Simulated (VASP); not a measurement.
**What goes wrong when the modes of Tellurium are computed with a bad input**

Aim: see how common mistakes in a phonon run show up, on Tellurium. The starting structure is a measured crystal structure from the Crystallography Open Database.

Method: Kohn-Sham DFT with plane waves and PAW; LDA, in VASP 6.6.1.

The database entry behind the starting cell differs from later determinations by our own check (inner coordinate of an old entry), so it need not match the best structure at ambient conditions.

**1. Set-up**

Symmetry: P3_121, No. 152, trigonal system. Conventional cell: a = 4.454 Å, b = 4.454 Å, c = 5.924 Å, α = 90.00°, β = 90.00°, γ = 120.00°. Te has 2 Te at 2.86 Å nearest.

**2. Reference modes**

The cell comes from a relaxation at this level, not shown (93.97 Å³).

File INCAR:

```
SYSTEM = Te
PREC = Accurate
ENCUT = 450
EDIFF = 1E-08
NELM = 100
ISMEAR = 0
SIGMA = 0.03
LREAL = .FALSE.
ALGO = Normal
GGA = CA
NBANDS = 15
LORBIT = 11
LWAVE = .FALSE.
LCHARG = .FALSE.
KPAR = 2
IBRION = 8
LEPSILON = .TRUE.
ISIF = 2
```

File POSCAR:

```
Te
1.0
    4.2763237015      0.0000000000      0.0000000000
   -2.1381618507      3.7034049603      0.0000000000
    0.0000000000      0.0000000000      5.9338143231
Te
3
Direct
    0.7126865078      0.7126865078      0.0000000000
    0.0000000000      0.2873134922      0.6666666667
    0.2873134922      0.0000000000      0.3333333333
```

File KPOINTS:

```
Automatic mesh
0
Gamma
8 8 6
0 0 0
```

The projector-augmented-wave data sets are Te (LDA family, release 64).

Launch:

```bash
> mpirun -np 2 vasp_std
```

What it wrote:

```text
[banner, memory and clock lines left out]
running    2 mpi-ranks, on    1 nodes
 distrk:  each k-point on    1 cores,    2 groups
 distr:  one band on    1 cores,    1 groups

 POSCAR found type information on POSCAR Te
 POSCAR found :  1 types and       3 ions
 LDA part: xc-table for (Slater(with rela. corr.)+CA(PZ))
 , standard interpolation
 POSCAR, INCAR and KPOINTS ok, starting setup
 FFT: planning ... GRIDC
 FFT: planning ... GRID_SOFT
 FFT: planning ... GRID
 WAVECAR not read
 entering main loop
       N       E                     dE             d eps       ncg     rms          rms(c)
DAV:   1     0.675929237804E+02    0.67593E+02   -0.60608E+03  1500   0.862E+02
DAV:   2    -0.707449058055E+01   -0.74667E+02   -0.71026E+02  1992   0.137E+02
DAV:   3    -0.113704125649E+02   -0.42959E+01   -0.42648E+01  1794   0.374E+01
DAV:   4    -0.114447813548E+02   -0.74369E-01   -0.74360E-01  2227   0.582E+00
DAV:   5    -0.114457164647E+02   -0.93511E-03   -0.93510E-03  1972   0.549E-01    0.135E+01
DAV:   6    -0.114217079000E+02    0.24009E-01   -0.12196E-02  1871   0.647E-01    0.838E+00
DAV:   7    -0.114125292742E+02    0.91786E-02   -0.25514E-02  1710   0.902E-01    0.255E-01
DAV:   8    -0.114120998329E+02    0.42944E-03   -0.40234E-03  1738   0.370E-01    0.131E-01
DAV:   9    -0.114121106542E+02   -0.10821E-04   -0.11574E-04  2097   0.754E-02    0.701E-02
DAV:  10    -0.114121057477E+02    0.49065E-05   -0.12964E-05  1906   0.221E-02    0.787E-03
DAV:  11    -0.114121054562E+02    0.29147E-06   -0.19054E-06  1977   0.859E-03    0.328E-03
DAV:  12    -0.114121054559E+02    0.33469E-09   -0.29326E-07  1829   0.303E-03    0.176E-03
DAV:  13    -0.114121054594E+02   -0.35329E-08   -0.19841E-08  1535   0.850E-04
   1 F= -.11412105E+02 E0= -.11412105E+02  d E =-.961329E-11
 Linear response reoptimize wavefunctions to high precision
DAV:   1    -0.114121054593E+02    0.15018E-09   -0.64523E-09  1885   0.518E-04
DAV:   2    -0.114121054594E+02   -0.10039E-09   -0.93753E-10  1058   0.192E-04
DAV:   3    -0.114121054594E+02   -0.46612E-11   -0.98161E-11  1009   0.764E-05
 Linear response G [H, r] |phi>, progress :
  Direction:   1
       N       E                     dE             d eps       ncg     rms
 LRF_COMMUTATOR internal error: the vector H(1)-e(1) S(1) |phi(0)> is not orthog
 onal to |phi(0)> (1.126464561435423E-004,-1.440158756138565E-013)
RMM:   1    -0.926117253196E+02   -0.92612E+02    0.23648E+02  3670   0.672E+01
 LRF_COMMUTATOR internal error: the vector H(1)-e(1) S(1) |phi(0)> is not orthog
 onal to |phi(0)> (-1.204018487805537E-004,-1.617135245157719E-013)
 LRF_COMMUTATOR internal error: the vector H(1)-e(1) S(1) |phi(0)> is not orthog
 onal to |phi(0)> (1.204018434146090E-004,-9.396129707628376E-015)
 LRF_COMMUTATOR internal error: the vector H(1)-e(1) S(1) |phi(0)> is not orthog
 onal to |phi(0)> (1.126464561435423E-004,-1.440158756138565E-013)
RMM:   2    -0.855711624820E+02    0.70406E+01   -0.14234E+01  2541   0.200E+01
 LRF_COMMUTATOR internal error: the vector H(1)-e(1) S(1) |phi(0)> is not orthog
 onal to |phi(0)> (-1.204018487518527E-004,-1.922221062877760E-013)
 LRF_COMMUTATOR internal error: the vector H(1)-e(1) S(1) |phi(0)> is not orthog
 onal to |phi(0)> (1.204018432882734E-004,5.310162032312604E-014)
 LRF_COMMUTATOR internal error: the vector H(1)-e(1) S(1) |phi(0)> is not orthog
 onal to |phi(0)> (1.126464561435423E-004,-1.440158756138565E-013)
RMM:   3    -0.857960212383E+02   -0.22486E+00   -0.40788E-01  2521   0.377E+00
RMM:   4    -0.858003053566E+02   -0.42841E-02   -0.18866E-02  2619   0.639E-01
RMM:   5    -0.857999646996E+02    0.34066E-03   -0.38589E-03  2655   0.140E-01
RMM:   6    -0.857996933103E+02    0.27139E-03   -0.54067E-04  2673   0.323E-02
RMM:   7    -0.857996585434E+02    0.34767E-04   -0.15291E-04  2690   0.784E-03
RMM:   8    -0.857996420808E+02    0.16463E-04    0.78092E-05  2776   0.192E-03
RMM:   9    -0.857996430345E+02   -0.95371E-06    0.10048E-04  2773   0.545E-04
RMM:  10    -0.857996419219E+02    0.11126E-05   -0.15219E-05  2253   0.178E-04
RMM:  11    -0.857996426389E+02   -0.71705E-06   -0.23258E-05  1551   0.987E-05
RMM:  12    -0.857996425518E+02    0.87075E-07   -0.14303E-05  1202   0.870E-05
RMM:  13    -0.857996426825E+02   -0.13068E-06   -0.19249E-05  1032   0.862E-05
RMM:  14    -0.857996426718E+02    0.10739E-07   -0.17050E-05   997   0.862E-05
RMM:  15    -0.857996423424E+02    0.32934E-06   -0.93036E-06   966   0.860E-05
 Linear response G [H, r] |phi>, progress :
  Direction:   2
       N       E                     dE             d eps       ncg     rms
 LRF_COMMUTATOR internal error: the vector H(1)-e(1) S(1) |phi(0)> is not orthog
 onal to |phi(0)> (1.043596292394648E-004,-2.034787269233895E-014)
 LRF_COMMUTATOR internal error: the vector H(1)-e(1) S(1) |phi(0)> is not orthog
 onal to |phi(0)> (-1.068078307220497E-004,-4.712343796425822E-014)
 LRF_COMMUTATOR internal error: the vector H(1)-e(1) S(1) |phi(0)> is not orthog
 onal to |phi(0)> (-1.040179217716153E-004,-1.354866739633476E-013)
 LRF_COMMUTATOR internal error: the vector H(1)-e(1) S(1) |phi(0)> is not orthog
 onal to |phi(0)> (1.011950657385016E-004,5.179905983310196E-014)
 LRF_COMMUTATOR internal error: the vector H(1)-e(1) S(1) |phi(0)> is not orthog
 onal to |phi(0)> (1.049616928644817E-004,2.689526119176167E-014)
[...]
RMM:  11    -0.233276581185E+02   -0.20666E-04   -0.73974E-06  6176   0.544E-04    0.307E-04
RMM:  12    -0.233276724316E+02   -0.14313E-04   -0.38286E-06  5868   0.192E-04    0.953E-05
RMM:  13    -0.233276680673E+02    0.43643E-05    0.13042E-06  3575   0.566E-05    0.511E-05
RMM:  14    -0.233276682293E+02   -0.16200E-06    0.91378E-08  1703   0.470E-05    0.895E-06
 change of polarisation eV/A/(eV/A) component  1 :    45.219     3.565    24.146
 dielectric tensor                  component  1 :    88.073     6.865    46.495
 Linear response to external field, progress :
  Direction:   2
       N       E                     dE             d eps       ncg     rms          rms(c)
RMM:   1    -0.200685503849E+02   -0.20069E+02   -0.16682E+02 13163   0.616E+00
RMM:   2    -0.244386478170E+02   -0.43701E+01   -0.16814E-01  9653   0.144E+00    0.178E+01
RMM:   3    -0.229171238367E+02    0.15215E+01   -0.26080E+00  9387   0.602E+00    0.121E+01
RMM:   4    -0.230254976447E+02   -0.10837E+00   -0.11143E-01  9602   0.162E+00    0.609E+00
RMM:   5    -0.233235461392E+02   -0.29805E+00   -0.47192E-02  9742   0.111E+00    0.291E-01
RMM:   6    -0.233232688107E+02    0.27733E-03   -0.33227E-03  9947   0.288E-01    0.982E-02
RMM:   7    -0.233224580076E+02    0.81080E-03   -0.38712E-04 10219   0.635E-02    0.389E-02
RMM:   8    -0.233270770325E+02   -0.46190E-02   -0.47980E-04 10061   0.240E-02    0.107E-02
RMM:   9    -0.233273945533E+02   -0.31752E-03   -0.24384E-04 10490   0.537E-03    0.276E-03
RMM:  10    -0.233278722258E+02   -0.47767E-03   -0.75068E-05 10260   0.209E-03    0.583E-04
RMM:  11    -0.233279009905E+02   -0.28765E-04   -0.15474E-05 10656   0.554E-04    0.291E-04
RMM:  12    -0.233279144731E+02   -0.13483E-04   -0.35663E-06 10206   0.197E-04    0.875E-05
RMM:  13    -0.233279095521E+02    0.49209E-05   -0.14841E-06  6451   0.587E-05    0.524E-05
RMM:  14    -0.233279093844E+02    0.16778E-06    0.35869E-07  2864   0.469E-05    0.780E-06
 change of polarisation eV/A/(eV/A) component  2 :     0.002    45.220    -0.090
 dielectric tensor                  component  2 :     0.003    88.075    -0.174
 Linear response to external field, progress :
  Direction:   3
       N       E                     dE             d eps       ncg     rms          rms(c)
RMM:   1    -0.397428517541E+02   -0.39743E+02   -0.34420E+02  4653   0.705E+00
RMM:   2    -0.513876947358E+02   -0.11645E+02   -0.26228E-01  3364   0.170E+00    0.802E+00
RMM:   3    -0.506519010810E+02    0.73579E+00   -0.54518E-01  3329   0.368E+00    0.434E+00
RMM:   4    -0.512738820513E+02   -0.62198E+00   -0.59529E-01  3294   0.376E+00    0.576E-01
RMM:   5    -0.513735287798E+02   -0.99647E-01   -0.25609E-02  3384   0.909E-01    0.379E-01
RMM:   6    -0.514269082118E+02   -0.53379E-01   -0.17362E-03  3447   0.222E-01    0.224E-01
RMM:   7    -0.514344625222E+02   -0.75543E-02   -0.36197E-04  3518   0.504E-02    0.110E-01
RMM:   8    -0.514382705747E+02   -0.38081E-02   -0.87600E-05  3520   0.169E-02    0.370E-02
RMM:   9    -0.514383882332E+02   -0.11766E-03   -0.46751E-04  3609   0.468E-03    0.974E-03
RMM:  10    -0.514385507884E+02   -0.16256E-03   -0.10349E-04  3537   0.178E-03    0.388E-03
RMM:  11    -0.514385531197E+02   -0.23313E-05   -0.17072E-05  3626   0.492E-04    0.485E-04
RMM:  12    -0.514385503012E+02    0.28185E-05   -0.22924E-05  3614   0.175E-04    0.206E-04
RMM:  13    -0.514385501758E+02    0.12542E-06   -0.74226E-06  1950   0.555E-05    0.516E-05
RMM:  14    -0.514385500121E+02    0.16370E-06   -0.29732E-07   914   0.428E-05    0.266E-05
RMM:  15    -0.514385503137E+02   -0.30164E-06   -0.74946E-07   817   0.433E-05    0.516E-06
 change of polarisation eV/A/(eV/A) component  3 :    30.746    -2.272   100.104
 dielectric tensor                  component  3 :    59.204    -4.375   193.758
 Linear response DOF=           2
 Linear response progress:
  Degree of freedom:   1/  2
       N       E                     dE             d eps       ncg     rms          rms(c)
RMM:   1    -0.478535960308E-01   -0.47854E-01    0.29022E-02 13585   0.106E+00
RMM:   2    -0.462787046051E-01    0.15749E-02   -0.24282E-03  9226   0.282E-01    0.818E-02
RMM:   3    -0.461670273772E-01    0.11168E-03   -0.10120E-04  9735   0.617E-02    0.552E-02
RMM:   4    -0.460897994557E-01    0.77228E-04   -0.29714E-05  9949   0.266E-02    0.149E-02
RMM:   5    -0.460918280207E-01   -0.20286E-05   -0.69794E-07 10034   0.610E-03    0.745E-03
RMM:   6    -0.460990749838E-01   -0.72470E-05   -0.25739E-07  9875   0.227E-03    0.876E-04
RMM:   7    -0.460988668781E-01    0.20811E-06   -0.35030E-08 10232   0.561E-04    0.511E-04
RMM:   8    -0.460983017542E-01    0.56512E-06   -0.68085E-08 10258   0.206E-04    0.129E-04
RMM:   9    -0.460983598468E-01   -0.58093E-07   -0.53720E-08 10511   0.468E-05    0.591E-05
RMM:  10    -0.460983677019E-01   -0.78551E-08    0.19428E-09 10346   0.197E-05    0.144E-05
 first order change of Fermi-energy   0.16445E+00
 force on displaced ion       1 direction 1 :  -2.367  -0.092  -0.314
 Born effective charge ion    1 direction 1 :  -2.054   3.426   5.008
 Linear response progress:
  Degree of freedom:   2/  2
       N       E                     dE             d eps       ncg     rms          rms(c)
RMM:   1    -0.590527910315E-01   -0.59053E-01    0.41444E-02 14319   0.108E+00
RMM:   2    -0.559686014971E-01    0.30842E-02   -0.29547E-03  9276   0.308E-01    0.252E-01
RMM:   3    -0.557012153810E-01    0.26739E-03   -0.54408E-04  9659   0.979E-02    0.172E-01
RMM:   4    -0.556572704372E-01    0.43945E-04   -0.14343E-05  9792   0.254E-02    0.869E-02
RMM:   5    -0.556438190355E-01    0.13451E-04   -0.76588E-06 10039   0.136E-02    0.398E-03
RMM:   6    -0.556467147121E-01   -0.28957E-05    0.59138E-07 10074   0.310E-03    0.263E-03
RMM:   7    -0.556491433293E-01   -0.24286E-05    0.26284E-07 10185   0.113E-03    0.484E-04
RMM:   8    -0.556489973030E-01    0.14603E-06   -0.74301E-08 10297   0.312E-04    0.232E-04
RMM:   9    -0.556490992805E-01   -0.10198E-06   -0.19728E-08 10390   0.897E-05    0.558E-05
RMM:  10    -0.556491898201E-01   -0.90540E-07   -0.46348E-09 10483   0.291E-05    0.148E-05
RMM:  11    -0.556491935068E-01   -0.36867E-08    0.93002E-09 10605   0.891E-06    0.261E-06
 first order change of Fermi-energy  -0.14191E-04
 force on displaced ion       1 direction 3 :  -0.311   0.182  -4.922
 Born effective charge ion    1 direction 3 :   4.350  -2.523  -0.196
 Born effective charges drift removed
 Linear response finished
```

Elapsed: 14 min, on 2 MPI ranks of Intel Xeon Platinum 8259CL at 2.50GHz (Skylake/Cascade Lake), shared host; peak memory 1.1 GiB.

Lines that name or quote the potential files are left out of all logs, and their timing lines are given in words.

(Part 1 of 3 ends here.)

[Lines on the potential files, build, host, timing and source positions are cut from VASP's logs without a mark.]

[Logs are printed without paths, hosts, clocks, repeated set-up lines and the standing remarks that a program may print on its own settings, such as how far it seeks lower states.]

[Hosts, paths, dates, database ids (printed as entryN), source tags and the programs' standing remarks are cut or masked in the printed files.]
